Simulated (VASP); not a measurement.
Given:

```
Na
1.0
   -2.16801     2.16801     2.16801
    2.16801    -2.16801     2.16801
    2.16801     2.16801    -2.16801
Na
1
Cartesian
  2.16801   2.16801   2.16801
```

Level of theory: r2SCAN meta-GGA, VASP's PBE PAW potentials (set 64) (plane waves; VASP). Numerical set-up: 520 eV cut-off, 12×12×12 Γ-centred mesh, first-order Methfessel-Paxton smearing of 0.10 eV, potentials Na_pv.

Predict the energy per atom (σ→0), band gap (on the k-mesh) with the smallest direct gap where there is one.

```
Item                                                        Result
------------------------  ----------------------------------------
band gap (on the k-mesh)  none (metal, semimetal or under 0.01 eV)
energy per atom (σ→0)                               -3.544 eV/atom
```

Only differences to runs with the same potentials and settings are physical.

The compound is Na in the bcc structure. This cell is one point of a volume scan, at 1.06 of the reference volume.
